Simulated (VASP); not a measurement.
Given:

```yaml
crystal:
  lattice:
    - [3.19362, 0.00000, 0.00000]
    - [-1.59681, 2.76575, 0.00000]
    - [0.00000, 0.00000, 6.39686]
  atoms:
    - { symbol: Mo, position: [0.00000, 0.00000, 0.00000] }
    - { symbol: Mo, position: [0.00000, 0.00000, 0.50000] }
    - { symbol: P, position: [0.33333, 0.66667, 0.25000] }
    - { symbol: P, position: [0.66667, 0.33333, 0.75000] }
```

Calculation: PBEsol GGA, VASP's PBE PAW potentials (set 64) (plane waves; VASP 6.6.1). Run with 400 eV cut-off, Gaussian smearing of 0.050 eV, potentials Mo_sv P.

Give the energies of bands 11 to 22 at the high-symmetry points, in eV from the Fermi level.

```csv
band,Γ,M,K,A,L,H
11,-7.92,-8.05,-6.79,-5.87,-7.06,-6.42
12,-4.41,-6.31,-6.37,-5.87,-7.06,-6.42
13,-4.02,-5.18,-6.37,-3.25,-4.88,-5.41
14,-4.02,-4.63,-5.04,-3.25,-4.88,-5.41
15,-2.01,-4.19,-5.04,-3.25,-3.63,-5.09
16,-2.01,-3.37,-3.42,-3.25,-3.63,-5.09
17,-1.57,-2.66,-1.51,-0.90,-2.78,-1.90
18,-1.57,-1.04,-1.51,-0.90,-2.78,-1.90
19,-1.49,-0.70,0.17,-0.90,1.42,1.06
20,0.35,1.32,0.17,-0.90,1.42,1.06
21,0.35,1.55,0.66,-0.78,1.68,1.71
22,0.96,1.65,1.43,-0.78,1.68,1.71
```

It has no gap at this level: it comes out as a metal or semimetal.

The structure was generated: MoP was put into the NiAs type type (P6_3/mmc), which need not be its known phase. It was relaxed first, which changed the volume by -35 %.
